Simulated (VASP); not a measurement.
Data:

```
CELL_PARAMETERS angstrom
      0.00000     2.01639     2.01639
      2.01639     0.00000     2.01639
      2.01639     2.01639     0.00000
ATOMIC_POSITIONS crystal
  Al 0.00000 0.00000 0.00000
```

Computed with rev-vdW-DF2, VASP's PBE PAW potentials (set 64) (plane waves; VASP). Settings: 520 eV cut-off, Gaussian smearing of 0.050 eV, potentials Al.

Problem. Predict the band gap (along the path) with the smallest direct gap where there is one.

Solution. 
```
Quantity                                                     Result
-------------------------  ----------------------------------------
band gap (along the path)  none (metal, semimetal or under 0.01 eV)
```

Total energies compare only between runs with the same potentials, cut-off and functional.

The compound is Al in the fcc structure. It was relaxed first.
